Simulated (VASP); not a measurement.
```yaml
crystal:
  lattice:
    - [3.47518, 0.00000, 0.00000]
    - [0.00000, 3.47518, 0.00000]
    - [0.00000, 0.00000, 6.06610]
  atoms:
    - { symbol: Pt, position: [0.50000, 0.00000, 0.50000] }
    - { symbol: Pt, position: [0.00000, 0.50000, 0.00000] }
    - { symbol: S, position: [0.00000, 0.00000, 0.75000] }
    - { symbol: S, position: [0.00000, 0.00000, 0.25000] }
```

The numbers are results of PBEsol GGA, VASP's PBE PAW potentials (set 64) (plane waves; VASP), not measurements. Numerical set-up: 400 eV cut-off, Gaussian smearing of 0.050 eV, potentials Pt S.

Unless said otherwise, spin-orbit coupling is left out, though it shifts the bands of the heavy elements here.

Task: Give the energies of bands 6 to 19 at the high-symmetry points, in eV from the valence-band maximum.

Result: 
```csv
band,Γ,X,M,Z,R,A
6,-4.42,-5.38,-5.51,-6.36,-5.27,-5.87
7,-3.43,-4.42,-3.87,-3.70,-3.94,-5.79
8,-2.98,-4.12,-3.87,-3.70,-3.41,-5.79
9,-2.80,-3.02,-3.55,-3.10,-2.97,-2.94
10,-2.80,-2.83,-3.04,-3.10,-2.87,-2.94
11,-2.22,-2.52,-3.04,-2.30,-2.71,-2.47
12,-2.22,-2.38,-2.40,-2.30,-2.39,-2.47
13,-2.19,-2.15,-2.40,-2.03,-2.06,-1.13
14,-1.95,-0.95,-1.92,-2.03,-1.91,-1.13
15,-1.86,-0.45,0.00,-0.33,-1.86,-0.21
16,-1.46,-0.35,0.00,-0.33,-0.53,-0.21
17,3.51,1.25,0.46,1.48,2.16,1.70
18,3.51,2.68,1.16,1.48,3.56,1.70
19,3.72,2.83,4.32,5.72,3.76,3.27
```

The gap is direct, 0.46 eV, from the valence maximum at M to the conduction minimum at M.

Measured: gap 0.80 eV (computed value off by -0.34 eV), as given by M. J. van Setten et al., Physical Review B (2017), arXiv:1709.07349.

The structure comes from a computed database's PtS entry (P4_2/mmc), a phase known from measurement. It was relaxed first.
